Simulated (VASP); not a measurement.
Input:

```yaml
crystal:
  lattice:
    - [6.20821, 0.00000, 0.00000]
    - [0.00000, 6.20821, 0.00000]
    - [0.00000, 0.00000, 6.20821]
  atoms:
    - { symbol: Cs, position: [0.00000, 0.00000, 0.00000] }
    - { symbol: Sn, position: [0.50000, 0.50000, 0.50000] }
    - { symbol: I, position: [0.50000, 0.00000, 0.50000] }
    - { symbol: I, position: [0.00000, 0.50000, 0.50000] }
    - { symbol: I, position: [0.50000, 0.50000, 0.00000] }
```

The numbers are results of rev-vdW-DF2, VASP's PBE PAW potentials (set 64) (plane waves; VASP 6.6.1), not measurements. Numerical set-up: 520 eV cut-off, 4×4×4 Γ-centred mesh, tetrahedra with Blöchl corrections, potentials Cs_sv Sn_d I.

The cores are frozen, which limits the accuracy of field gradients.

**Question.** Give the principal components of the electric field gradient (V/Å²) and the asymmetry η at each nucleus.

**Answer.** 
| atom | Vxx | Vyy | Vzz | η |
|---|---|---|---|---|
| Cs1 | 0.0 | 0.0 | 0.0 | - |
| Sn2 | 0.0 | 0.0 | 0.0 | - |
| I3 | -172.6 | -172.6 | 345.2 | 0.00 |
| I4 | -172.6 | -172.6 | 345.2 | 0.00 |
| I5 | -172.6 | -172.6 | 345.2 | 0.00 |

The compound is CsSnI3 in the cubic perovskite structure, the ideal cubic form; the compound distorts at low or room temperature. It was relaxed first.
